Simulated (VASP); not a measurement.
A run of VASP 6.6.1 is set up as follows.

Contents of POSCAR:

```
NaP4Au
1.0
    0.2205417300      6.5107473900     -0.1301813800
    6.1558149300      0.2205417300      0.0433470300
    3.1478678200      3.4867093400     -5.7897503700
P Na Au
8 2 2
Direct
    0.8064420000      0.3146630000      0.7301810000
    0.3148920000      0.4644990000      0.7279720000
    0.4527130000      0.9607210000      0.7270990000
    0.9469980000      0.8196150000      0.7274100000
    0.6927020000      0.5408770000      0.2753740000
    0.1879190000      0.6923590000      0.2546380000
    0.0375700000      0.1957210000      0.2711380000
    0.5458090000      0.0378420000      0.2703570000
    0.2496150000      0.2611650000      0.4971190000
    0.7535000000      0.7620110000      0.5034530000
    0.4927300000      0.9893150000      0.0120700000
    0.9966750000      0.4992250000      0.0058940000
```

INCAR.step1

```
SYSTEM = NaP4Au
PREC = Accurate
ENCUT = 520
ISMEAR = 0
SIGMA = 0.0553
LREAL = .FALSE.
LASPH = .TRUE.
NELM = 100
NBANDS = 50
GGA = PE
ALGO = Normal
EDIFF = 1E-4
LWAVE = .TRUE.
LCHARG = .FALSE.
```

INCAR.step2

```
SYSTEM = NaP4Au
PREC = Accurate
ENCUT = 520
EDIFF = 1E-6
ISMEAR = 0
SIGMA = 0.0553
LREAL = .FALSE.
LASPH = .TRUE.
NELM = 100
ALGO = Normal
ISIF = 2
LWAVE = .FALSE.
LCHARG = .FALSE.
METAGGA = R2SCAN
LMIXTAU = .TRUE.
NBANDS = 50
ISTART = 1
```

Contents of KPOINTS:

```
Automatic mesh
0
Gamma
  3 4 3
  0 0.5 0
```

Potentials or basis: VASP PAW PBE potentials, release 64 (P, Na_pv, Au).

Launch:

```console
$ cat potpaw_PBE.64/P/POTCAR potpaw_PBE.64/Na_pv/POTCAR potpaw_PBE.64/Au/POTCAR > POTCAR
$ cp INCAR.step1 INCAR
$ mpirun -np 1 vasp_std > vasp.out
$ cp INCAR.step2 INCAR
$ mpirun -np 1 vasp_std > vasp.out
```

(1) Predict the band gap on the k mesh.

(2) Predict the largest force.

(3) Estimate the pressure.

Answers

(1) none (metal or under the smearing width).

(2) 4.529 eV/Å.

(3) 12.1 GPa.

Caveat: the k mesh is coarse (spacing up to 0.38 Å⁻¹), so the values aren't converged; the PAW data sets were made with another functional, which shifts forces and pressure a little.
